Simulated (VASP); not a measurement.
Consider the following.

```
S3Sb2
1.0
    3.86604     0.00000     0.00000
   -1.93302     3.34809     0.00000
    0.00000     0.00000     9.45002
Sb S
2 3
Cartesian
  0.00000   2.23206   1.78791
  1.93302   1.11603   7.66210
  0.00000   0.00000   0.00000
  0.00000   2.23206   6.22326
  1.93302   1.11603   3.22676
```

Level of theory: PBEsol GGA, VASP's PBE PAW potentials (set 64) (plane waves; VASP). Run with 400 eV cut-off, Gaussian smearing of 0.050 eV, potentials Sb S.

Unless said otherwise, spin-orbit coupling is left out, though it shifts the bands of the heavy elements here.

Q: Give the energies of bands 5 to 17 at the high-symmetry points, in eV from the valence-band maximum.

A: 
| band | Γ | M | K | A | L | H |
|---|---|---|---|---|---|---|
| 5 | -7.00 | -9.00 | -9.58 | -6.65 | -8.92 | -9.59 |
| 6 | -2.32 | -6.16 | -5.72 | -2.94 | -6.01 | -5.80 |
| 7 | -2.32 | -4.09 | -5.16 | -2.38 | -4.49 | -4.96 |
| 8 | -2.25 | -4.04 | -5.16 | -2.38 | -4.33 | -4.96 |
| 9 | -2.24 | -3.99 | -4.68 | -2.11 | -3.98 | -4.46 |
| 10 | -2.24 | -3.23 | -3.02 | -2.11 | -3.39 | -3.54 |
| 11 | -1.85 | -2.80 | -3.02 | -1.91 | -2.29 | -3.54 |
| 12 | -1.84 | -2.44 | -2.38 | -1.91 | -1.92 | -2.66 |
| 13 | -1.84 | -2.07 | -1.13 | -0.84 | -1.82 | -0.55 |
| 14 | 0.00 | -0.47 | -1.13 | -0.58 | -0.96 | -0.55 |
| 15 | 0.39 | 1.20 | 1.53 | 0.48 | 0.88 | 2.16 |
| 16 | 1.53 | 2.41 | 3.00 | 1.51 | 2.12 | 2.57 |
| 17 | 1.53 | 2.61 | 3.00 | 1.51 | 2.50 | 2.57 |

The gap is direct, 0.39 eV, from the valence maximum at Γ to the conduction minimum at Γ.

The structure was generated: Sb2S3 was put into the A-La2O3 type (P-3m1), which need not be its known phase. It was relaxed first, which changed the volume by +13 %.
